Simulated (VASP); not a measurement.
YI, 4 atoms in the cell. It takes space group P-3m1 (No. 164, trigonal). Conventional cell: a = 3.956 Å, b = 3.956 Å, c = 11.079 Å, α = 90.00°, β = 90.00°, γ = 120.00°. Y (site symmetry 3m) is surrounded by 3 I at 3.13 Å. I (site symmetry 3m) has 3 Y at 3.13 Å as nearest neighbours. The cell comes from a database or a generator and needn't be the stable form of this composition.

- Program: VASP 6.6.1
- Task: single point
- Functional: LDA
- Potentials or basis: VASP PAW LDA potentials, release 64 (Y_sv, I)
- Cutoff: 520 eV
- k mesh: 7 × 7 × 2
- Occupations: fermi-dirac, width 0.05 eV
- Spin: collinear spin, typed start
- Starting moments: [0.6, 0.6, 0.0, 0.0] μB
- Dipole correction: no
- Further INCAR settings: ALGO = Normal; EDIFF = 1e-07; NBANDS = 30

Potentials or basis: VASP PAW LDA potentials, release 64 (Y_sv, I).

Run with:

```bash
$ cat potpaw_LDA.64/Y_sv/POTCAR potpaw_LDA.64/I/POTCAR > POTCAR
$ mpirun -np 1 vasp_std > vasp.out
```

Hardware: 1 thread of AMD EPYC 9R45 (Zen 5), with other jobs on the host.

How long does it take, and how much memory?

Wall time 120 s on 1 thread of AMD EPYC 9R45 (Zen 5) (shared host), peak memory 0.27 GiB. Counts: scf iterations 20, k points 16.
